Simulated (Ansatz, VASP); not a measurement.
## PtC (zincblende type (invented)): VASP beside Ansatz

Wanted: the spread between two codes on one cell, functional and k mesh. The cell is generated by rule, not measured, and may not be a known phase. Of the first pair: The two relaxations start from unlike cells of this crystal (the structure described is Ansatz's start), so only their ends are compared.

Calculated with Ansatz 0.2.0; plane waves, with VASP 6.6.1 beside it; relaxation of cell and atoms at PBEsol.

### Step 1. The starting structure

It takes space group F-43m (No. 216, cubic). Conventional cell: a = 4.965 Å, b = 4.965 Å, c = 4.965 Å, α = 90.00°, β = 90.00°, γ = 90.00°. Nearest to Pt lie 4 C at 2.15 Å. Nearest to C lie 4 Pt at 2.15 Å. Farther neighbours are not listed.

### Step 2. VASP: relaxation of cell and atoms, PBEsol, pair 1

The relaxed volume is the usual yardstick between codes: in a stiff, nearly cubic crystal its relative difference is about their pressure difference at one cell divided by the bulk modulus.

Lines of VASP's logs that name or quote its potential files are left out, and so is its time.

Input file INCAR:

```
SYSTEM = PtC
PREC = Accurate
ENCUT = 600
EDIFF = 1E-07
NELM = 120
ISMEAR = 0
SIGMA = 0.1
LREAL = .FALSE.
ALGO = Normal
GGA = PS
NBANDS = 13
LASPH = .TRUE.
LORBIT = 11
LWAVE = .FALSE.
LCHARG = .FALSE.
ISIF = 3
IBRION = 2
NSW = 80
EDIFFG = -0.005
GGA_COMPAT = .FALSE.
NELMIN = 4
```

Input file POSCAR:

```
PtC
1.0
    0.0000000000      2.3368365757      2.3368365757
    2.3368365757      0.0000000000      2.3368365757
    2.3368365757      2.3368365757      0.0000000000
Pt C
1 1
Direct
    0.0000000000      0.0000000000      0.0000000000
    0.7500000000      0.7500000000      0.7500000000
```

Input file KPOINTS:

```
Automatic mesh
0
Gamma
8 8 8
0 0 0
```

PAW data sets: Pt and C (PBE family, release 64).

Started as:

```console
> mpirun -np 1 vasp_std
```

Numbers of over 12 decimals in the logs are rounded to 6 here.

Log:

```text
[banner, memory and clock lines left out]
running    1 mpi-ranks, on    1 nodes
 distrk:  each k-point on    1 cores,    1 groups
 distr:  one band on    1 cores,    1 groups

 POSCAR found type information on POSCAR PtC
 POSCAR found :  2 types and       2 ions
|                                                                             |
|               ----> ADVICE to this user running VASP <----                  |
|                                                                             |
|     You enforced a specific xc type in the INCAR file but a different       |
|     [... a line on the potential file left out ...]
|     I HOPE YOU KNOW WHAT YOU ARE DOING!                                     |
|                                                                             |

 LDA part: xc-table for (Slater+PW92), standard interpolation
 POSCAR, INCAR and KPOINTS ok, starting setup
 FFT: planning ... GRIDC
 FFT: planning ... GRID_SOFT
 FFT: planning ... GRID
 WAVECAR not read
 entering main loop
       N       E                     dE             d eps       ncg     rms          rms(c)
DAV:   1     0.628785910663E+02    0.62879E+02   -0.77501E+03   754   0.112E+03
DAV:   2    -0.149136550253E+02   -0.77792E+02   -0.71813E+02   909   0.222E+02
DAV:   3    -0.169673682834E+02   -0.20537E+01   -0.20399E+01   894   0.364E+01
DAV:   4    -0.169792718459E+02   -0.11904E-01   -0.11903E-01   814   0.319E+00
DAV:   5    -0.169793882522E+02   -0.11641E-03   -0.11641E-03   934   0.319E-01    0.227E+01
DAV:   6    -0.151064358795E+02    0.18730E+01   -0.12018E+01   779   0.289E+01    0.891E+00
DAV:   7    -0.148645068602E+02    0.24193E+00   -0.12757E+00   764   0.104E+01    0.596E+00
DAV:   8    -0.148375155357E+02    0.26991E-01   -0.63833E-02   784   0.198E+00    0.966E-01
DAV:   9    -0.148345765115E+02    0.29390E-02   -0.64726E-03   769   0.681E-01    0.190E-01
DAV:  10    -0.148345601785E+02    0.16333E-04   -0.10682E-03   809   0.238E-01    0.400E-02
DAV:  11    -0.148345633643E+02   -0.31859E-05   -0.16891E-05   804   0.373E-02    0.775E-03
DAV:  12    -0.148345629335E+02    0.43084E-06   -0.93585E-07   829   0.725E-03    0.445E-03
DAV:  13    -0.148345627954E+02    0.13805E-06   -0.13647E-07   558   0.310E-03    0.554E-04
DAV:  14    -0.148345628018E+02   -0.63729E-08   -0.17651E-08   377   0.117E-03
   1 F= -.14834563E+02 E0= -.14830897E+02  d E =-.148346E+02
 curvature:   0.00 expect dE= 0.000E+00 dE for cont linesearch  0.000E+00
 trial: gam= 0.00000 g(F)=  0.220E-47 g(S)=  0.900E-05 ort = 0.000E+00 (trialstep = 0.100E+01)
 search vector abs. value=  0.900E-05
 bond charge predicted
       N       E                     dE             d eps       ncg     rms          rms(c)
DAV:   1    -0.148346316876E+02   -0.68892E-04   -0.11942E-03   759   0.342E-01    0.596E-02
DAV:   2    -0.148345679043E+02    0.63783E-04   -0.27622E-04   754   0.154E-01    0.235E-02
DAV:   3    -0.148345601879E+02    0.77164E-05   -0.13782E-05   754   0.316E-02    0.159E-02
DAV:   4    -0.148345588770E+02    0.13109E-05   -0.55627E-06   759   0.197E-02    0.680E-03
DAV:   5    -0.148345587858E+02    0.91237E-07   -0.39951E-07   799   0.453E-03
   2 F= -.14834559E+02 E0= -.14830884E+02  d E =0.401604E-05
 trial-energy change:    0.000004  1 .order    0.000004   -0.000009    0.000016
 step:   0.3328(harm=  0.3596)  dis= 0.00000  next Energy=   -14.834564 (dE=-0.148E-05)
 bond charge predicted
       N       E                     dE             d eps       ncg     rms          rms(c)
DAV:   1    -0.148345959761E+02   -0.37099E-04   -0.53035E-04   759   0.228E-01    0.398E-02
DAV:   2    -0.148345673697E+02    0.28606E-04   -0.12262E-04   754   0.103E-01    0.155E-02
DAV:   3    -0.148345643251E+02    0.30447E-05   -0.61326E-06   754   0.211E-02    0.105E-02
DAV:   4    -0.148345640700E+02    0.25508E-06   -0.24679E-06   754   0.131E-02    0.449E-03
DAV:   5    -0.148345641716E+02   -0.10162E-06   -0.16915E-07   618   0.302E-03    0.134E-03
DAV:   6    -0.148345642141E+02   -0.42435E-07   -0.26465E-08   377   0.133E-03
   3 F= -.14834564E+02 E0= -.14830895E+02  d E =-.141225E-05
 curvature:  -0.18 expect dE=-0.521E-08 dE for cont linesearch -0.521E-08
 trial: gam=-0.05356 g(F)=  0.120E-47 g(S)=  0.290E-07 ort = 0.511E-06 (trialstep = 0.867E+00)
 search vector abs. value=  0.194E-09
 reached required accuracy - stopping structural energy minimisation
```

From OUTCAR (step 2):

```text
ion  position               nearest neighbor table
   1  0.000  0.000  0.000-   2 2.02   2 2.02   2 2.02   2 2.02
   2  0.750  0.750  0.750-   1 2.02   1 2.02   1 2.02   1 2.02

  LATTYP: Found a face centered cubic cell.
 ALAT       =     4.6736731514

 Subroutine GETGRP returns: Found 24 space group operations
 (whereof 24 operations were pure point group operations)

The static configuration has the point symmetry T_d .

 Found     29 irreducible k-points:

   k-points           NKPTS =     29   k-points in BZ     NKDIM =     29   number of bands    NBANDS=     13

   dimension x,y,z NGX =    28 NGY =   28 NGZ =   28
   dimension x,y,z NGXF=    56 NGYF=   56 NGZF=   56

   ENCUT  =  600.0 eV  44.10 Ry    6.64 a.u.   6.60  6.60  6.60*2*pi/ulx,y,z

   NELECT =      14.0000    total number of electrons

 k-points in reciprocal lattice and weights: Automatic mesh
   0.00000000  0.00000000  0.00000000       0.002
   0.12500000  0.00000000  0.00000000       0.016
   0.25000000  0.00000000  0.00000000       0.016
   0.37500000  0.00000000  0.00000000       0.016
   0.50000000  0.00000000  0.00000000       0.008
   0.12500000  0.12500000  0.00000000       0.012
   0.25000000  0.12500000  0.00000000       0.047
   0.37500000  0.12500000  0.00000000       0.047
   0.50000000  0.12500000  0.00000000       0.047
[...]
-0.37500000  0.50000000  0.12500000       0.023
  -0.25000000  0.50000000  0.25000000       0.012

 average (electrostatic) potential at core
       1 -66.5944       2 -47.7223

 E-fermi :   8.8974

 k-point     1 :       0.0000    0.0000    0.0000
  band No.  band energies     occupation
    ...
      2       1.3349      2.00000
      3       1.3349      2.00000
      4       1.3349      2.00000
      5       4.8555      2.00000
      6       4.8555      2.00000
      7      11.6894      0.00000
      8      13.6067      0.00000
      9      13.6067      0.00000
     10      13.6067      0.00000
     11      21.2179      0.00000
    ...

 k-point     2 :       0.1250    0.0000    0.0000
  band No.  band energies     occupation
    ...
      2       1.2240      2.00000
      3       1.4602      2.00000
      4       1.4602      2.00000
      5       4.8045      2.00000
      6       4.8045      2.00000
      7      12.0218      0.00000
      8      13.0546      0.00000
      9      13.4096      0.00000
     10      13.4096      0.00000
     11      19.5486      0.00000
    ...

 k-point     3 :       0.2500    0.0000    0.0000
  band No.  band energies     occupation
    ...
      2       1.1531      2.00000
      3       1.7235      2.00000
      4       1.7235      2.00000
      5       4.8167      2.00000
      6       4.8167      2.00000
      7      10.3315      0.00000
      8      12.7280      0.00000
      9      12.7280      0.00000
     10      13.8968      0.00000
     11      17.7668      0.00000
    ...

  Total        0.0006333      0.0006333      0.0006333      0.0000000     -0.0000000      0.0000000
  in kB        0.0397433      0.0397433      0.0397433      0.0000000     -0.0000000      0.0000000
  external PRESSURE =       0.0397433 kB  Pullay stress =       0.0000000 kB

  energy-cutoff  :      600.00
  volume of cell :       25.53
      direct lattice vectors                 reciprocal lattice vectors
    -0.000000000  2.337045787  2.337045787    -0.213945316  0.213945316  0.213945316
     2.337045787  0.000000000  2.337045787     0.213945316 -0.213945316  0.213945316
     2.337045787  2.337045787  0.000000000     0.213945316  0.213945316 -0.213945316

 POSITION                                       TOTAL-FORCE (eV/Angst)
 -----------------------------------------------------------------------------------
     -0.00000      0.00000      0.00000        -0.000000      0.000000     -0.000000
      3.50557      3.50557      3.50557         0.000000     -0.000000      0.000000
 -----------------------------------------------------------------------------------
    total drift:                               -0.000000     -0.000000     -0.000000

  FREE ENERGIE OF THE ION-ELECTRON SYSTEM (eV)
  ---------------------------------------------------
  free  energy   TOTEN  =       -14.8345642141 eV

  energy  without entropy=      -14.8272258359  energy(sigma->0) =      -14.83089502

 reached required accuracy - stopping structural energy minimisation

 total charge
# of ion       s       p       d       tot
------------------------------------------
    1        0.801   0.762   8.068   9.632
    2        0.879   1.408   0.000   2.287
--------------------------------------------------
tot          1.680   2.170   8.068  11.919

[... 3 further parts left out ...]
```

CONTCAR:

```
PtC
   1.00000000000000
    -0.0000000000000000    2.3370457868012067    2.3370457868012067
     2.3370457868012067    0.0000000000000000    2.3370457868012067
     2.3370457868012067    2.3370457868012067    0.0000000000000000
  Pt              C
     1     1
Direct
     0.0000000000000000    0.0000000000000000    0.0000000000000000
     0.7500000000000000    0.7500000000000000    0.7500000000000000
```

The run keeps the 24 symmetry operations of its start, so it cannot find a distortion of lower symmetry.

### Step 3. Ansatz: relaxation of cell and atoms, PBEsol, pair 1

Ansatz runs on its default PAW (the set named soft_2) files.

Its own start cell and the same functional, mesh and smearing now go to Ansatz, which takes its cutoff from its data sets.

Input file input.yaml:

```yaml
crystal:
  lattice:
    - [0.0, 2.48261, 2.48261]
    - [2.48261, 0.0, 2.48261]
    - [2.48261, 2.48261, 0.0]
  atoms:
    - { symbol: Pt, position: [0.0, 0.0, 0.0] }
    - { symbol: C, position: [0.75, 0.75, 0.75] }
kpoints:
  mp_grid: { grid: [8, 8, 8] }
hamiltonian:
  xc: pbesol
scf:
  occupations: { method: gaussian, width: 0.1 }
output:
  forces: true
  stress: true
  eigenvalues: true
relax:
  adjacent_minimum: "off"
  f_tol: 0.05
  max_steps: 80
  cell: { stress_tol: 0.5 }
```

Started as:

```console
> ansatz run input.yaml --threads 2 --pin off --max-ram 5120MiB --backend cpu --events-out ev --progress --plain --runs-dir out
```

Log:

```text
The last accepted step is kept in <dir> (removed where the run ends without a failure and the disk answers)
Engine: ansatz 0.2.0, aarch64-unknown-linux-gnu
Pseudopotentials: kind: paw
Pseudopotential: Pt, paw, valence charge 18, recommended cutoff 420 eV (normal), Pt.paw.azcp
Pseudopotential: C, paw, valence charge 4, recommended cutoff 420 eV (normal), C.paw.azcp
Functional definition: PBEsol
  exchange = pbesol_x
  correlation = pbesol_c
Crystal: 2 atoms, lattice volume = 30.602 Å³
Basis set: ecut = 420 eV, 609 PW (Γ), exchange–correlation on 48×48×48 points (8 copies of the dense FFT grid, shifted against one another)
Bands: 15, of which v1, the nominal top of the filled ones, is band 11 counted from 1 (10 counted from 0)
Symmetry: 24 space group operations
Space group: F-43m (ITA 216), of the structure as read, at distance tolerance 3.1e-5 Å
k-points: 29 of 512 (time reversal used)
Non-local potential: Pt, projectors of the file, l = 0: 3, l = 1: 2, l = 2: 2, l = 3: 1
Non-local potential: C, projectors of the file, l = 0: 2, l = 1: 2, l = 2: 1
PAW form: soft (Blöchl's): semilocal exchange-correlation on the pseudo side does not see the compensation charge
PAW frozen core: Pt, regenerated for the run's functional, and the local potential with it (the file was generated under x = pbe(κ = 0.804, μ = 0.219515), c = pbe(β = 0.066725))
PAW frozen core: C, regenerated for the run's functional, and the local potential with it (the file was generated under x = pbe(κ = 0.804, μ = 0.219515), c = pbe(β = 0.066725))
PAW one-centre angular grid: Pt, 590 points (default); XC on 64 Gauss nodes
PAW one-centre angular grid: C, 110 points (default); XC on 64 Gauss nodes
Initial density: superposition of atomic densities (neutral atoms: chi_scale 0, normalization atom), corrected by the library's trained network
Initial wavefunctions: pseudopotential atomic-orbital guess
Functional: x = pbesol(κ = 0.804, μ = 0.123457), c = pbesol(β = 0.046)
SCF iter   1: F=—  HF=-12628.208748 eV  |F-HF|=—  |Δ(HF+E_count)|=         —  Δρ=9.59e-3  dr2=2.96e-2  ethr=1.77e-3  ⟨swp⟩=4.6  Hψ=1992  notcnv=0
preconditioner: auto → LDOS  [insulator: Δε(μ)=0.099 eV  Ē_g=9.687 eV  σ=0.100 eV  W_gap=0.51  n_scr=14 (ndim 8)  ℏωp=25.1 eV  f_vac=0.015  D(μ)=1.41/eV (n_scr^D=14)  ε∞_Penn≈7.7  β→1.0]
SCF iter   2: F=—  HF=-12628.201239 eV  |F-HF|=—  |Δ(HF+E_count)|=   7.51e-3  Δρ=5.48e-3  dr2=9.04e-3  ethr=1.35e-4  ⟨swp⟩=2.3  Hψ=972  notcnv=0  defer=8
preconditioner: auto → Kerker (q_TF=auto, 2.582 Å⁻¹)  [metal: Δε(μ)=0.091 eV  Ē_g=9.707 eV  σ=0.100 eV  W_gap=0.48  n_scr=14 (ndim 8)  ℏωp=25.1 eV  f_vac=0.009  D(μ)=1.43/eV (n_scr^D=14)  β→0.5]
SCF iter   3: F=—  HF=-12628.199876 eV  |F-HF|=—  |Δ(HF+E_count)|=   1.36e-3  Δρ=1.66e-3  dr2=1.04e-3  ethr=4.11e-5  ⟨swp⟩=2.5  Hψ=664  notcnv=0  defer=8
SCF iter   4: F=—  HF=-12628.199780 eV  |F-HF|=—  |Δ(HF+E_count)|=   9.62e-5  Δρ=7.68e-4  dr2=1.96e-4  ethr=4.72e-6  ⟨swp⟩=1.0  Hψ=427  notcnv=0  defer=8
SCF iter   5: F=—  HF=-12628.199794 eV  |F-HF|=—  |Δ(HF+E_count)|=   1.37e-5  Δρ=1.26e-4  dr2=4.29e-6  ethr=8.91e-7  ⟨swp⟩=2.5  Hψ=601  notcnv=0  defer=8
SCF iter   6: F=—  HF=-12628.199801 eV  |F-HF|=—  |Δ(HF+E_count)|=   7.41e-6  Δρ=1.76e-5  dr2=7.69e-8  ethr=4.55e-10  ⟨swp⟩=4.1  Hψ=1902  notcnv=0
SCF iter   7: F=-12628.199801 eV  HF=-12628.199801 eV  |F-HF|=5.69e-9  |Δ(HF+E_count)|=   9.11e-8  Δρ=4.17e-6  dr2=4.23e-9  ethr=3.49e-10  ⟨swp⟩=2.1  Hψ=1534  notcnv=0
SCF 1 converged in 7 iterations: F = -12628.199801 eV  dr2 = 4.23e-9
  greatest PAW one-centre occupation: 1.000 electrons in one spin orbital (limit 2), on the Pt atom at site 0 (counted from 0), in its partial waves of l = 0
relax step   1: F+E_penalty+E_count = -12628.19980128 eV  Δ(F+E_penalty+E_count) = +0.000e0 eV  max|allowed force component| = 4.626e-17 eV/Å  Δτ_max = 0.0000 Å  P = -28.482 GPa  Ω = 30.602 Å³  (7 SCF iters, dr2 threshold 1.00e-7 eV, accepted)
[...]
relax step   2: F+E_penalty+E_count = -12628.72575079 eV  Δ(F+E_penalty+E_count) = -5.259e-1 eV  max|allowed force component| = 1.087e-16 eV/Å  Δτ_max = 0.0000 Å  P = -7.170 GPa  Ω = 26.341 Å³  energy of the carried Pulay correction = +5.561e-3 eV  (6 SCF iters, dr2 threshold 2.00e-7 eV, accepted)
[...]
relax step   3: F+E_penalty+E_count = -12628.74298992 eV  Δ(F+E_penalty+E_count) = -1.724e-2 eV  max|allowed force component| = 1.018e-16 eV/Å  Δτ_max = 0.0000 Å  P = +3.399 GPa  Ω = 25.165 Å³  energy of the carried Pulay correction = +7.247e-3 eV  (6 SCF iters, dr2 threshold 2.00e-7 eV, accepted)
[...]
relax step   4: F+E_penalty+E_count = -12628.74606261 eV  Δ(F+E_penalty+E_count) = -3.073e-3 eV  max|allowed force component| = 1.850e-17 eV/Å  Δτ_max = 0.0000 Å  P = -0.200 GPa  Ω = 25.532 Å³  energy of the carried Pulay correction = +6.714e-3 eV  (6 SCF iters, dr2 threshold 2.00e-7 eV, accepted)
[...]
relax step   5: F+E_penalty+E_count = -12628.74197968 eV  Δ(F+E_penalty+E_count) = +4.083e-3 eV  max|allowed force component| = 5.551e-17 eV/Å  Δτ_max = 0.0000 Å  P = -0.365 GPa  Ω = 25.532 Å³  stress off target by 3.65e-1 GPa  SCF on the basis re-selected at this cell (its energy is not comparable with the rows above)  (6 SCF iters)
basis re-selected at this cell: Δ(F+E_penalty+E_count) = +4.083e-3 eV, ΔP = -0.166 GPa vs the last step (what re-selecting the basis moved, of the pressure what is left beyond the Pulay correction that the steps carried, after the strain that the cell walked since its last selection, with what the two solves' SCF thresholds leave and, on support functions, any second-order correction that the steps lacked; it is no m [...]
SCF converged after 6 iterations
Free energy (F): -12628.741980 eV
Harris-Foulkes:  -12628.741980 eV  (|F-HF|=1.82e-12)
Internal energy: -12628.734649 eV  (E = F + TS)
E sigma→0 (E₀):  -12628.738314 eV
Entropy (-TS):   -0.007331 eV (-3.666 meV/atom)
Fermi energy:    16.836511 eV
--- Per-component energies (eV) ---
  E_band       = -241.010842
  E_kinetic    = 722.292774
  E_local      = -2031.976073  (includes V_loc(G=0)·N_el)
  E_nonlocal   = 228.687983
  E_hartree    = 748.963903
  E_xc         = -307.121798
  E_vxc        = -360.514287  (∫ρ·V_xc dr)
  E_paw        = -9410.892295  (= ΣΔE_a)
  E_vpaw       = -297.429199  (= ΣTr[D̂ρ^β])
  E_aug_tail   = 0.000164  (compensation charges beyond the density's cutoff)
  E_ewald      = -2578.997389
  E_core_change = 0.308082  (= ΣΔE_core)
  E_smearing   = -0.007331  (= −TS)
  E_closure    = 0.000000  (closes the sum)
  Σ components = -12628.741980   (vs F -12628.741980, Δ=0.00e0)
--- Forces (eV/Å), atoms counted from 1 ---
  atom   1  Pt     0.00000000    -0.00000000     0.00000000
  atom   2  C      0.00000000     0.00000000     0.00000000
  max |Σ_I F_I| component: 5.64e-16 eV/Å
--- Stress (GPa, compression-positive) ---
       -0.365458       0.000000       0.000000
        0.000000      -0.365458      -0.000000
        0.000000      -0.000000      -0.365458
  P = ⅓ Tr σ = -0.3655 GPa (-3.655 kbar)
--- Band table (eV; the first three rows and the last of 29) ---
  k-point 0: bands = [... 7 lower, 9.2576, 12.7808, 12.7808, 19.6038, 21.5448, 21.5448, 21.5448, 29.1547]
  k-point 1: bands = [... 7 lower, 9.3830, 12.7299, 12.7299, 19.9431, 20.9874, 21.3487, 21.3487, 27.4795]
  k-point 2: bands = [... 7 lower, 9.6463, 12.7426, 12.7426, 18.2709, 20.6680, 20.6680, 21.8130, 25.6887]
  k-point 28: bands = [... 7 lower, 11.0772, 12.8464, 13.7037, 14.1801, 15.9543, 17.9766, 26.2716, 27.1414]
--- Relaxed structure (4 steps of the walk, 4 accepted, 1 SCFs on fresh bases) ---
  F+E_penalty+E_count = -12628.74197968 eV   max|allowed force component| = 5.551e-17 eV/Å   (the final SCF, on the basis selected at the relaxed cell)
  cell:  # Å, volume = 25.5316 Å³
    - [0, 2.337128, 2.337128]
    - [2.337128, 0, 2.337128]
    - [2.337128, 2.337128, 0]
  atoms:
    - { symbol: Pt, position: [0, 0, 0] }
    - { symbol: C, position: [0.750000, 0.750000, 0.750000] }
```

In the SCF lines HF is the Harris–Foulkes energy and dr2 the Hartree energy of the density residual, in eV; the loop may stop once dr2 is under the threshold and the program's other checks hold. Hψ counts applications of the Hamiltonian.

### Step 4. Differences

Known differences besides the potentials themselves: the data sets hold 22 valence electrons in Ansatz (on its default PAW (the set named soft_2) files) and 14 in VASP; the cutoff is 420 eV in Ansatz and 600 eV in VASP; Ansatz makes its cores anew for this functional, VASP keeps those of its PBE data sets; Ansatz adds a Pulay correction to the stress that steers its cell, VASP none. Total energies have different zeros and are not compared.

The two programs side by side:

```
                                         quantity  Ansatz   VASP  difference
                                      volume (Å³)   25.53  25.53     +0.01 %
edge a after relaxation, in the typed setting (Å)   3.305  3.305     +0.00 %
```

(Part 1 of 2 ends here.)

[Lines on the potential files, build, host, timing and source positions are cut from VASP's logs without a mark.]

[Logs are printed without paths, hosts, clocks, repeated set-up lines and the standing remarks that a program may print on its own settings, such as how far it seeks lower states.]

[Hosts, paths, dates, database ids (printed as entryN), source tags and the programs' standing remarks are cut or masked in the printed files.]
